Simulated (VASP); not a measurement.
Input:

```
Al
1.0
    0.00000     2.02500     2.02500
    2.02500     0.00000     2.02500
    2.02500     2.02500     0.00000
Al
1
Direct
  0.00000   0.00000   0.00000
```

The numbers are results of r2SCAN meta-GGA, VASP's PBE PAW potentials (set 64) (plane waves; VASP), not measurements. Numerical set-up: 520 eV cut-off, 14×14×14 Γ-centred mesh, first-order Methfessel-Paxton smearing of 0.10 eV, potentials Al.

Energy and stress use the plane-wave basis of the starting cell.

### Question
The ions, cell shape and volume are relaxed. Which structure does the run end with?

### Answer

```
Al
1.0
    0.00000     1.99118     1.99118
    1.99118     0.00000     1.99118
    1.99118     1.99118     0.00000
Al
1
Cartesian
  0.00000   0.00000   0.00000
```
Space group Fm-3m (225), at a tolerance of 0.03 Å.

### Question
How do energy and volume change from the first to the last step?

### Answer
The energy (σ→0) changes by -11.1 meV/atom and the volume by -4.9 %, in 3 ionic steps.

```csv
step,E(σ→0) (eV),max force (eV/Å),pressure (GPa),volume (Å³)
1,-6.7224,0.000,-4.14,16.61
2,-6.7328,0.000,1.21,15.60
3,-6.7334,0.000,0.03,15.79
```

The compound is Al in the fcc structure. This run relaxes it. Symmetry was kept, so distortions that lower it aren't found.
